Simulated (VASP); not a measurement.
Given:

```
C
1.0
    0.00000     1.77833     1.77833
    1.77833     0.00000     1.77833
    1.77833     1.77833     0.00000
C
2
Direct
  0.50000   0.50000   0.50000
  0.75000   0.75000   0.75000
```

These are PBEsol GGA, VASP's PBE PAW potentials (set 64) (plane waves; VASP 6.6.1) values and carry that method's errors. Run with 650 eV cut-off, 11×11×11 Γ-centred mesh, Gaussian smearing of 0.050 eV, potentials C.

### Question
Give the elastic stiffness tensor with the ions relaxed (GPa, in the frame of the cell).

### Answer

```tsv
	xx	yy	zz	yz	xz	xy
xx	1070	139	139	0.0	0.0	0.0
yy	139	1070	139	0.0	0.0	0.0
zz	139	139	1070	0.0	0.0	0.0
yz	0.0	0.0	0.0	573	0.0	0.0
xz	0.0	0.0	0.0	0.0	573	0.0
xy	0.0	0.0	0.0	0.0	0.0	573
```

### Question
Estimate the Hill bulk modulus, Hill shear modulus, Young's modulus, Poisson's ratio.

### Answer

```yaml
hill_bulk_modulus: 4490 kbar
hill_shear_modulus: 527 GPa
Young's modulus: 1140 GPa
Poisson's ratio: 0.078
```

The structure comes from a computed database's C entry (Fd-3m); how it stands against other phases isn't given here. It was relaxed first.
